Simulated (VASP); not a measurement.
Here is the system:

```
Ca3Zn
1.0
    4.98487     0.00000     0.00000
    0.00000     4.98487     0.00000
    0.00000     0.00000     4.98487
Ca Zn
3 1
Direct
  0.50000   0.50000   0.00000
  0.00000   0.50000   0.50000
  0.50000   0.00000   0.50000
  0.00000   0.00000   0.00000
```

Method: PBEsol GGA, VASP's PBE PAW potentials (set 64) (plane waves; VASP). Settings: 400 eV cut-off, 7×7×7 Γ-centred mesh, tetrahedra with Blöchl corrections, potentials Ca_sv Zn.

Task: The job: Ca₃Zn (space group Pm-3m), 4 atoms, PBEsol, static run, 400 eV, 7×7×7 Γ-centred mesh. Roughly how much core time does it take on a busy server core?

Result: About 40 core-seconds (one run on a shared machine, a rough figure). It had 20 irreducible k-points, 25 bands, up to 2301 plane waves and 16 electronic steps.

The structure comes from a computed database's Ca3Zn entry (Pm-3m); how it stands against other phases isn't given here. It was relaxed first, which changed the volume by -5 %.
